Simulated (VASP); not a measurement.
A convergence study with VASP on KCl (rock salt): one setting is varied, all else stays as given below, so the limit is that of these other settings. Each run relaxes cell and ions from the cell shown. The basis is that of the starting cell, so low cut-offs carry a Pulay error.

```xyz
2
Lattice="0.0000 3.1450 3.1450 3.1450 0.0000 3.1450 3.1450 3.1450 0.0000" Properties=species:S:1:pos:R:3 pbc="T T T"
K      0.0000     0.0000     0.0000
Cl     3.1450     3.1450     3.1450
```

Level of theory: PBE GGA, VASP's PBE PAW potentials (set 64) (plane waves; VASP 6.6.1). The tightest run used: 700 eV cut-off, 6×6×6 Γ-centred mesh, Gaussian smearing of 0.050 eV, potentials K_sv Cl.

Gaps are read on the run's mesh, which can miss a band edge.

Task: The settings run are ENCUT = 150; ENCUT = 200; ENCUT = 250; ENCUT = 300; ENCUT = 350; ENCUT = 400; ENCUT = 450; ENCUT = 500; ENCUT = 550; ENCUT = 600; ENCUT = 650; ENCUT = 700. From which on does the relaxed volume stay within 0.1 Å³/atom of the tightest run?

Result: From ENCUT = 550 on: it is off by 0.070 there and by no more than 0.1 in any finer run, while ENCUT = 500 is off by 0.113.
```json
[
 {"setting": "ENCUT = 150", "relaxed volume (Å³/atom)": "22.742", "E (eV/atom)": "-4.3128", "gap on the mesh (eV)": "5.974", "plane waves": "274", "difference judged (Å³/atom)": "9.860"},
 {"setting": "ENCUT = 200", "relaxed volume (Å³/atom)": "27.502", "E (eV/atom)": "-3.4655", "gap on the mesh (eV)": "5.639", "plane waves": "411", "difference judged (Å³/atom)": "5.100"},
 {"setting": "ENCUT = 250", "relaxed volume (Å³/atom)": "30.459", "E (eV/atom)": "-3.4008", "gap on the mesh (eV)": "5.258", "plane waves": "568", "difference judged (Å³/atom)": "2.142"},
 {"setting": "ENCUT = 300", "relaxed volume (Å³/atom)": "31.916", "E (eV/atom)": "-3.4022", "gap on the mesh (eV)": "5.104", "plane waves": "754", "difference judged (Å³/atom)": "0.685"},
 {"setting": "ENCUT = 350", "relaxed volume (Å³/atom)": "32.423", "E (eV/atom)": "-3.4046", "gap on the mesh (eV)": "5.051", "plane waves": "941", "difference judged (Å³/atom)": "0.179"},
 {"setting": "ENCUT = 400", "relaxed volume (Å³/atom)": "32.532", "E (eV/atom)": "-3.4050", "gap on the mesh (eV)": "5.040", "plane waves": "1158", "difference judged (Å³/atom)": "0.070"},
 {"setting": "ENCUT = 450", "relaxed volume (Å³/atom)": "32.498", "E (eV/atom)": "-3.4048", "gap on the mesh (eV)": "5.043", "plane waves": "1363", "difference judged (Å³/atom)": "0.103"},
 {"setting": "ENCUT = 500", "relaxed volume (Å³/atom)": "32.489", "E (eV/atom)": "-3.4049", "gap on the mesh (eV)": "5.044", "plane waves": "1596", "difference judged (Å³/atom)": "0.113"},
 {"setting": "ENCUT = 550", "relaxed volume (Å³/atom)": "32.531", "E (eV/atom)": "-3.4053", "gap on the mesh (eV)": "5.041", "plane waves": "1853", "difference judged (Å³/atom)": "0.070"},
 {"setting": "ENCUT = 600", "relaxed volume (Å³/atom)": "32.578", "E (eV/atom)": "-3.4056", "gap on the mesh (eV)": "5.037", "plane waves": "2090", "difference judged (Å³/atom)": "0.024"},
 {"setting": "ENCUT = 650", "relaxed volume (Å³/atom)": "32.601", "E (eV/atom)": "-3.4057", "gap on the mesh (eV)": "5.034", "plane waves": "2362", "difference judged (Å³/atom)": "0.001"},
 {"setting": "ENCUT = 700", "relaxed volume (Å³/atom)": "32.602", "E (eV/atom)": "-3.4056", "gap on the mesh (eV)": "5.034", "plane waves": "2685", "difference judged (Å³/atom)": "0.000"}
]
```

Left out are rungs that failed or repeat a setting and relaxations that didn't move; long series are thinned to 24 rows.

The compound is KCl in the rock salt structure.
